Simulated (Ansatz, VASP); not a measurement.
# Ti (Titanium): VASP beside Ansatz

One calculation is typed for both programs; each brings its own data sets. How far apart do they land? The cell is taken from a series of runs on this material, whose earlier steps may have relaxed, scaled, displaced or heated it; both programs get it as it stands.

Method: plane waves, with VASP 6.6.1 beside it; zone-centre phonons at LDA, in Ansatz 0.2.0.

## (1) The starting structure

The structure is hexagonal, space group P6_3/mmc (No. 194). Conventional cell: a = 2.892 Å, b = 2.892 Å, c = 4.494 Å, α = 90.00°, β = 90.00°, γ = 120.00°. Nearest to Ti lie 12 Ti at 2.80 to 2.89 Å.

As a file:

```cif
data_structure
_symmetry_space_group_name_H-M 'P6_3/mmc'
_symmetry_Int_Tables_number 194
_cell_length_a 2.8922
_cell_length_b 2.8922
_cell_length_c 4.4943
_cell_angle_alpha 90.000
_cell_angle_beta 90.000
_cell_angle_gamma 120.000
_cell_volume 32.56
loop_
_atom_site_label
_atom_site_type_symbol
_atom_site_symmetry_multiplicity
_atom_site_Wyckoff_symbol
_atom_site_fract_x
_atom_site_fract_y
_atom_site_fract_z
_atom_site_occupancy
Ti1 Ti 2 c 0.33333 0.66667 0.25000 1
```

## (2) VASP: zone-centre phonons, LDA

Second derivatives magnify differences that forces hide, and they need a tight electronic threshold.

Lines of VASP's logs that name or quote its potential files are left out, and so is its time.

Input file INCAR:

```
SYSTEM = Ti
PREC = Accurate
ENCUT = 500
EDIFF = 1E-08
NELM = 120
ISMEAR = 1
SIGMA = 0.2
LREAL = .FALSE.
ALGO = Normal
GGA = CA
NBANDS = 18
LASPH = .TRUE.
LORBIT = 11
LWAVE = .FALSE.
LCHARG = .FALSE.
ISIF = 2
IBRION = 8
GGA_COMPAT = .FALSE.
KPAR = 2
```

Input file POSCAR:

```
Ti
1.0
    2.8922168584      0.0000000000      0.0000000000
   -1.4461084292      2.5047332726      0.0000000000
    0.0000000000      0.0000000000      4.4942935902
Ti
2
Direct
    0.3333333333      0.6666666667      0.2500000000
    0.6666666667      0.3333333333      0.7500000000
```

Input file KPOINTS:

```
Automatic mesh
0
Gamma
18 18 12
0 0 0
```

The projector-augmented-wave data sets are Ti_sv (LDA family, release 64).

On the command line:

```console
$ mpirun -np 2 vasp_std
```

Numbers of over 12 decimals in the logs are rounded to 6 here.

Log:

```text
[banner, memory and clock lines left out]
running    2 mpi-ranks, on    1 nodes
 distrk:  each k-point on    1 cores,    2 groups
 distr:  one band on    1 cores,    1 groups

 POSCAR found type information on POSCAR Ti
 POSCAR found :  1 types and       2 ions
 LDA part: xc-table for (Slater(with rela. corr.)+CA(PZ))
 , standard interpolation
 POSCAR, INCAR and KPOINTS ok, starting setup
 FFT: planning ... GRIDC
 FFT: planning ... GRID_SOFT
 FFT: planning ... GRID
 WAVECAR not read
 entering main loop
       N       E                     dE             d eps       ncg     rms          rms(c)
DAV:   1     0.252037700608E+03    0.25204E+03   -0.12935E+04  9340   0.163E+03
DAV:   2     0.100893476139E+02   -0.24195E+03   -0.23879E+03  9516   0.451E+02
DAV:   3    -0.179281586148E+02   -0.28018E+02   -0.27691E+02 17416   0.125E+02
DAV:   4    -0.190058106424E+02   -0.10777E+01   -0.10767E+01 10590   0.259E+01
DAV:   5    -0.190548468612E+02   -0.49036E-01   -0.49028E-01 14446   0.401E+00    0.124E+01
DAV:   6    -0.170983101138E+02    0.19565E+01   -0.71098E+00 10976   0.277E+01    0.324E+00
DAV:   7    -0.170761074004E+02    0.22203E-01   -0.74940E-01 14164   0.634E+00    0.204E+00
DAV:   8    -0.171026435697E+02   -0.26536E-01   -0.23085E-01 10722   0.601E+00    0.759E-01
DAV:   9    -0.170933883942E+02    0.92552E-02   -0.49572E-02 10742   0.253E+00    0.796E-02
DAV:  10    -0.170938612455E+02   -0.47285E-03   -0.31812E-03 13602   0.371E-01    0.930E-02
DAV:  11    -0.170938780638E+02   -0.16818E-04   -0.20883E-04 12000   0.125E-01    0.404E-02
DAV:  12    -0.170938673437E+02    0.10720E-04   -0.41521E-05 11094   0.632E-02    0.419E-03
DAV:  13    -0.170938670141E+02    0.32964E-06   -0.24426E-06 13436   0.122E-02    0.247E-03
DAV:  14    -0.170938672814E+02   -0.26734E-06   -0.42340E-07 10180   0.596E-03    0.898E-04
DAV:  15    -0.170938672704E+02    0.10984E-07   -0.60702E-08 11518   0.143E-03    0.131E-04
DAV:  16    -0.170938672677E+02    0.26880E-08   -0.12730E-09  5346   0.334E-04
   1 F= -.17093867E+02 E0= -.17095205E+02  d E =0.401418E-02
 Linear response reoptimize wavefunctions to high precision
DAV:   1    -0.170938672703E+02   -0.25175E-08   -0.52719E-10  5578   0.251E-04
DAV:   2    -0.170938672703E+02   -0.77307E-11   -0.11990E-10  5206   0.111E-04
 Linear response DOF=           2
 Linear response progress:
  Degree of freedom:   1/  2
       N       E                     dE             d eps       ncg     rms          rms(c)
RMM:   1    -0.553930681781E+00   -0.55393E+00    0.29324E+01 41460   0.137E+02
RMM:   2    -0.532253818957E+00    0.21677E-01   -0.33288E-01 75269   0.470E+00    0.282E-01
RMM:   3    -0.529358105950E+00    0.28957E-02   -0.19672E-02 84280   0.124E+00    0.125E-01
RMM:   4    -0.529896809539E+00   -0.53870E-03   -0.78793E-03 98806   0.541E-01    0.167E-02
RMM:   5    -0.530587093916E+00   -0.69028E-03   -0.15087E-03104073   0.207E-01    0.103E-02
RMM:   6    -0.531188929064E+00   -0.60184E-03   -0.65620E-04102105   0.102E-01    0.932E-03
RMM:   7    -0.531424755906E+00   -0.23583E-03   -0.12378E-04 98784   0.481E-02    0.453E-03
RMM:   8    -0.531708421455E+00   -0.28367E-03   -0.43728E-05 98179   0.279E-02    0.130E-03
RMM:   9    -0.531721995201E+00   -0.13574E-04   -0.21838E-05106591   0.144E-02    0.504E-04
RMM:  10    -0.531728951586E+00   -0.69564E-05    0.93024E-06104897   0.767E-03    0.217E-04
RMM:  11    -0.531740263951E+00   -0.11312E-04   -0.15343E-05104823   0.445E-03    0.140E-04
RMM:  12    -0.531739759491E+00    0.50446E-06    0.43153E-06105231   0.268E-03    0.502E-05
RMM:  13    -0.531734887366E+00    0.48721E-05   -0.68721E-06102512   0.178E-03    0.131E-04
RMM:  14    -0.531740468283E+00   -0.55809E-05    0.14511E-06 96877   0.127E-03    0.212E-05
RMM:  15    -0.531740100827E+00    0.36746E-06   -0.53636E-06107781   0.906E-04    0.153E-05
RMM:  16    -0.531740063012E+00    0.37815E-07    0.21889E-07106106   0.671E-04    0.223E-05
RMM:  17    -0.531739557334E+00    0.50568E-06   -0.32055E-06103497   0.536E-04    0.329E-05
RMM:  18    -0.531739616132E+00   -0.58798E-07   -0.35770E-07106742   0.439E-04    0.352E-05
RMM:  19    -0.531739744614E+00   -0.12848E-06   -0.18744E-06 98653   0.375E-04    0.374E-05
RMM:  20    -0.531739895552E+00   -0.15094E-06   -0.47863E-07 95490   0.331E-04    0.374E-05
 first order change of Fermi-energy   0.82554E-04
 force on displaced ion       1 direction 1 :  -1.220  -0.000   0.000
 Linear response progress:
  Degree of freedom:   2/  2
       N       E                     dE             d eps       ncg     rms          rms(c)
RMM:   1    -0.646191338207E+00   -0.64619E+00    0.33222E+01 14246   0.139E+02
RMM:   2    -0.614170239983E+00    0.32021E-01   -0.33767E-01 26285   0.475E+00    0.293E-01
RMM:   3    -0.612238078228E+00    0.19322E-02   -0.24368E-02 28863   0.129E+00    0.128E-01
RMM:   4    -0.613676817827E+00   -0.14387E-02   -0.99098E-03 33420   0.568E-01    0.342E-02
RMM:   5    -0.614194015358E+00   -0.51720E-03   -0.18017E-03 31911   0.229E-01    0.247E-02
RMM:   6    -0.614720604291E+00   -0.52659E-03   -0.74847E-04 33810   0.122E-01    0.116E-02
RMM:   7    -0.615012702002E+00   -0.29210E-03   -0.11132E-04 34834   0.544E-02    0.825E-03
RMM:   8    -0.615623961093E+00   -0.61126E-03   -0.37466E-05 30587   0.347E-02    0.305E-03
RMM:   9    -0.615629197184E+00   -0.52361E-05   -0.13077E-05 34427   0.174E-02    0.147E-03
RMM:  10    -0.615591661981E+00    0.37535E-04   -0.91466E-06 34309   0.965E-03    0.230E-04
RMM:  11    -0.615593320600E+00   -0.16586E-05   -0.85945E-06 36037   0.551E-03    0.223E-04
RMM:  12    -0.615599732498E+00   -0.64119E-05   -0.93482E-06 35149   0.343E-03    0.105E-04
RMM:  13    -0.615603238591E+00   -0.35061E-05   -0.64911E-06 36076   0.230E-03    0.561E-05
RMM:  14    -0.615602595386E+00    0.64320E-06   -0.91206E-06 36017   0.159E-03    0.187E-05
[...]
RMM:  33    -0.615603260364E+00   -0.64994E-08   -0.11335E-06 34747   0.263E-04    0.490E-06
RMM:  34    -0.615603265796E+00   -0.54320E-08   -0.11450E-06 28240   0.254E-04    0.548E-06
RMM:  35    -0.615603283861E+00   -0.18065E-07   -0.80399E-07 29727   0.247E-04    0.721E-06
RMM:  36    -0.615603287764E+00   -0.39039E-08   -0.10581E-06 26323   0.240E-04    0.785E-06
RMM:  37    -0.615603290597E+00   -0.28329E-08   -0.75153E-07 23777   0.233E-04    0.848E-06
RMM:  38    -0.615603291679E+00   -0.10814E-08   -0.59286E-07 27374   0.228E-04    0.873E-06
RMM:  39    -0.615603294764E+00   -0.30853E-08   -0.64604E-07 26778   0.222E-04    0.972E-06
RMM:  40    -0.615603297682E+00   -0.29175E-08   -0.45580E-07 23401   0.217E-04    0.101E-05
 first order change of Fermi-energy  -0.15419E-03
 force on displaced ion       1 direction 3 :   0.000  -0.000  -4.025
 Linear response finished
```

OUTCAR, selected parts (step 2):

```text
ion  position               nearest neighbor table
   1  0.333  0.667  0.250-   2 2.80   2 2.80   2 2.80   2 2.80   2 2.80   2 2.80
   2  0.667  0.333  0.750-   1 2.80   1 2.80   1 2.80   1 2.80   1 2.80   1 2.80

  LATTYP: Found a hexagonal cell.
 ALAT       =     2.8922168584
 C/A-ratio  =     1.5539269046

 Subroutine GETGRP returns: Found 24 space group operations
 (whereof 12 operations were pure point group operations)

The static configuration has the point symmetry D_3d.
 The point group associated with its full space group is D_6h.

 Found    259 irreducible k-points:

   k-points           NKPTS =    259   k-points in BZ     NKDIM =    259   number of bands    NBANDS=     18

   dimension x,y,z NGX =    24 NGY =   24 NGZ =   36
   dimension x,y,z NGXF=    48 NGYF=   48 NGZF=   72

   ENCUT  =  500.0 eV  36.75 Ry    6.06 a.u.   5.27  5.27  8.19*2*pi/ulx,y,z

   NELECT =      24.0000    total number of electrons

 k-points in reciprocal lattice and weights: Automatic mesh
   0.00000000  0.00000000  0.00000000       0.000
   0.05555556 -0.00000000  0.00000000       0.002
   0.11111111 -0.00000000  0.00000000       0.002
   0.16666667 -0.00000000  0.00000000       0.002
   0.22222222 -0.00000000  0.00000000       0.002
   0.27777778 -0.00000000  0.00000000       0.002
   0.33333333 -0.00000000  0.00000000       0.002
   0.38888889 -0.00000000  0.00000000       0.002
   0.44444444 -0.00000000  0.00000000       0.002
[...]
0.33333333  0.27777778  0.50000000       0.003
   0.33333333  0.33333333  0.50000000       0.001

 average (electrostatic) potential at core
       1 -71.7416       2 -71.7416

  Total       -0.4474467     -0.4474467     -0.0401177      0.0000000     -0.0000000      0.0000000
  in kB      -22.0190257    -22.0190257     -1.9742086      0.0000000     -0.0000000      0.0000000
  external PRESSURE =     -15.3374200 kB  Pullay stress =       0.0000000 kB

  energy-cutoff  :      500.00
  volume of cell :       32.56
      direct lattice vectors                 reciprocal lattice vectors
     2.892216858  0.000000000  0.000000000     0.345755539  0.199622054  0.000000000
    -1.446108429  2.504733273  0.000000000     0.000000000  0.399244108  0.000000000
     0.000000000  0.000000000  4.494293590     0.000000000  0.000000000  0.222504378

 POSITION                                       TOTAL-FORCE (eV/Angst)
 -----------------------------------------------------------------------------------
     -0.00000      1.66982      1.12357        -0.000000      0.000000      0.000000
      1.44611      0.83491      3.37072         0.000000     -0.000000      0.000000
 -----------------------------------------------------------------------------------
    total drift:                               -0.000000      0.000000     -0.000000

 Eigenvectors and eigenvalues of the dynamical matrix
 ----------------------------------------------------

   1 f  =    6.410294 THz    40.277065 2PiTHz  213.824389 cm-1    26.510834 meV
             X         Y         Z           dx          dy          dz
     -0.000000  1.669822  1.123573    -0.000000    0.000000   -0.707107
      1.446108  0.834911  3.370720     0.000000    0.000000    0.707107

   2 f  =    3.528989 THz    22.173289 2PiTHz  117.714387 cm-1    14.594717 meV
             X         Y         Z           dx          dy          dz
     -0.000000  1.669822  1.123573    -0.707107    0.000000    0.000000
      1.446108  0.834911  3.370720     0.707107    0.000000    0.000000

   3 f  =    3.528989 THz    22.173289 2PiTHz  117.714387 cm-1    14.594717 meV
             X         Y         Z           dx          dy          dz
     -0.000000  1.669822  1.123573     0.000000   -0.707107    0.000000
      1.446108  0.834911  3.370720     0.000000    0.707107    0.000000

   4 f  =    0.000000 THz     0.000000 2PiTHz    0.000000 cm-1     0.000000 meV
             X         Y         Z           dx          dy          dz
     -0.000000  1.669822  1.123573    -0.707107   -0.000000    0.000000
      1.446108  0.834911  3.370720    -0.707107    0.000000    0.000000

   5 f  =    0.000000 THz     0.000000 2PiTHz    0.000000 cm-1     0.000000 meV
             X         Y         Z           dx          dy          dz
     -0.000000  1.669822  1.123573    -0.000000   -0.707107    0.000000
      1.446108  0.834911  3.370720     0.000000   -0.707107    0.000000

   6 f  =    0.000000 THz     0.000000 2PiTHz    0.000000 cm-1     0.000000 meV
             X         Y         Z           dx          dy          dz
     -0.000000  1.669822  1.123573     0.000000    0.000000    0.707107
      1.446108  0.834911  3.370720    -0.000000    0.000000    0.707107

 ELASTIC MODULI CONTR FROM IONIC RELAXATION (kBar)
 Direction    XX          YY          ZZ          XY          YZ          ZX
 --------------------------------------------------------------------------------
 XX        -198.8290    198.8290     -0.0000     -0.0000     -0.0000      0.0000
 YY         198.8290   -198.8290      0.0000      0.0000      0.0000      0.0000
 ZZ          -0.0000      0.0000     -0.0000     -0.0000     -0.0000      0.0000
 XY          -0.0000      0.0000     -0.0000   -198.8290     -0.0000      0.0000
 YZ          -0.0000      0.0000     -0.0000     -0.0000     -0.0000      0.0000
 ZX           0.0000      0.0000      0.0000      0.0000      0.0000      0.0000
 --------------------------------------------------------------------------------
```

(Continued in part 2 of 2.)

[Lines on the potential files, build, host, timing and source positions are cut from VASP's logs without a mark.]

[Logs are printed without paths, hosts, clocks, repeated set-up lines and the standing remarks that a program may print on its own settings, such as how far it seeks lower states.]

[Hosts, paths, dates, database ids (printed as entryN), source tags and the programs' standing remarks are cut or masked in the printed files.]
